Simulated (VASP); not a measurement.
Given:

```yaml
crystal:
  lattice:
    - [2.95000, 0.00000, 0.00000]
    - [0.00000, 2.95000, 0.00000]
    - [0.00000, 0.00000, 2.95000]
  atoms:
    - { symbol: Zn, position: [0.50000, 0.50000, 0.50000] }
    - { symbol: Cu, position: [0.00000, 0.00000, 0.00000] }
```

Calculation: PBE GGA + U (Dudarev), VASP's PBE PAW potentials (set 64) (plane waves; VASP 6.6.1). Run with 400 eV cut-off, 11×11×11 Γ-centred mesh, first-order Methfessel-Paxton smearing of 0.10 eV, potentials Zn Cu, U − J: Zn 4.00 eV, Cu 4.00 eV.

Task: Estimate the energy per atom (σ→0), pressure, band gap (on the k-mesh) with the smallest direct gap where there is one.

Result: 
- band gap (on the k-mesh) = none (metal, semimetal or under 0.01 eV)
- energy per atom (σ→0) = -1.613 eV/atom
- pressure = -1.15 GPa

The compound is CuZn in the CsCl type structure. The cell was not relaxed at this level. The run is one of a series of settings (LDAU = .TRUE., LDAUJ = 0 0, LDAUL = 2 2, LDAUTYPE = 2, LDAUU = 4.0 4.0 against the base run), some of them coarse on purpose. The electron count is odd and the run is not spin-polarised, which forces a metal.
